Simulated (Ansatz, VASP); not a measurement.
Two plane-wave programs on HfSc

```
Hf Sc
1.0
     3.28872    0.00000    0.00000
    -1.64436    2.84812    0.00000
     0.00000    0.00000    4.95438
Hf Sc
1 1
Direct
  0.66667 0.33333 0.50000
  0.33333 0.66667 0.00000
```

The cell comes from a database or a generator and needn't be the stable form of this composition.

Alike in both runs: task single point; functional LDA; k mesh 8 × 8 × 5; occupations fermi-dirac, width 0.15 eV; no spin polarisation.

|  | VASP | Ansatz |
| --- | --- | --- |
| version | VASP 6.6.1 | Ansatz 0.2.0 |
| potentials or method | VASP PAW LDA potentials, release 64 (Hf_pv, Sc_sv) | plane waves, PAW |
| plane-wave cutoff (eV) | 520 | 520 |
| valence electrons in the cell | 21 | 37 |

Ansatz gave:

```
pressure (GPa)                                  : -6.4
largest component of the traceless stress (GPa) : 2.98
```

**Question.** What did VASP give for the same quantities?

**Answer.** Pressure (GPa): -6.3; largest component of the traceless stress (GPa): 2.99.

The two sets of potentials don't hold the same shells in valence. Ansatz warned: «structure_snapped_to_symmetry».

Spin-orbit coupling is left out, which matters for the levels of Hf.
